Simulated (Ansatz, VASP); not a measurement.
**Mg2CdN2 in VASP and in Ansatz**

Contents of INCAR:

```
PREC     = Accurate       # precision mode
ENCUT    = 520            # plane-wave cutoff, eV
EDIFF    = 1E-6           # SCF threshold, eV
ISMEAR   = 0              # smearing method
SIGMA    = 0.03           # smearing width, eV
LREAL    = F              # projectors in reciprocal space
LASPH    = T              # aspherical terms in the spheres
NELM     = 60             # most SCF steps
ALGO     = Normal         # electronic algorithm
ISIF     = 2              # what is computed and relaxed
LWAVE    = F              # write WAVECAR
LCHARG   = F              # write CHGCAR
GGA      = PS             # functional
NBANDS   = 21             # bands
```

Contents of KPOINTS:

```
regular mesh
0
Gamma
  12 12 6
```

The input POSCAR:

```
Mg2CdN2
1.0
    3.6015582643      0.0000000000      0.0000000000
   -1.8007791321      3.1190409501      0.0000000000
    0.0000000000      0.0000000000      5.8231790221
Mg Cd N
2 1 2
Direct
    0.6666666667      0.3333333333      0.1534420000
    0.3333333333      0.6666666667      0.8465580000
    0.0000000000      0.0000000000      0.5000000000
    0.6666666667      0.3333333333      0.7722310000
    0.3333333333      0.6666666667      0.2277690000
```

Input for Ansatz:

```yaml
crystal:
  lattice:
    - [3.6015582643, 0.0, 0.0]
    - [-1.8007791321, 3.1190409501, 0.0]
    - [0.0, 0.0, 5.8231790221]
  atoms:
    - { symbol: Mg, position: [0.6666666667, 0.3333333333, 0.153442] }
    - { symbol: Mg, position: [0.3333333333, 0.6666666667, 0.846558] }
    - { symbol: Cd, position: [0.0, 0.0, 0.5] }
    - { symbol: "N", position: [0.6666666667, 0.3333333333, 0.772231] }
    - { symbol: "N", position: [0.3333333333, 0.6666666667, 0.227769] }
basis:
  ecutwfc: 420
kpoints:
  mp_grid: { grid: [12, 12, 6] }
hamiltonian:
  xc: pbesol
scf:
  occupations: { method: gaussian, width: 0.03 }
output:
  forces: true
  stress: true
  eigenvalues: true
```

Alike in both runs: task single point; functional PBEsol; k mesh 12 × 12 × 6; occupations gaussian, width 0.03 eV; no spin polarisation.

```csv
,VASP,Ansatz
version,VASP 6.6.1,Ansatz 0.2.0
potentials or method,"VASP PAW PBE potentials, release 64 (Mg, Cd, N)","scalar-relativistic, plane waves, PAW"
plane-wave cutoff (eV),520,420
valence electrons in the cell,26,50
```

Ansatz gave:

```
gap on the k mesh at the Fermi level (eV)       : 0.28
least direct gap on the mesh (eV)               : 0.63
pressure (GPa)                                  : -4.5
largest component of the traceless stress (GPa) : 2.72
rms of the force components (eV/Å)              : 0.077
```

**Question.** What did VASP give for the same quantities?

**Answer.** gap on the k mesh at the Fermi level (eV): 0.28; least direct gap on the mesh (eV): 0.63; pressure (GPa): -4.3; largest component of the traceless stress (GPa): 2.73; rms of the force components (eV/Å): 0.065.

Atom by atom the forces differ by 0.016 eV/Å (rms over components). The two sets of potentials don't hold the same shells in valence.

Caveats: the PAW data sets were made with another functional, which shifts forces and pressure a little (VASP). A k mesh can miss the band edges. As with any semilocal functional, this PBEsol gap is likely too small.
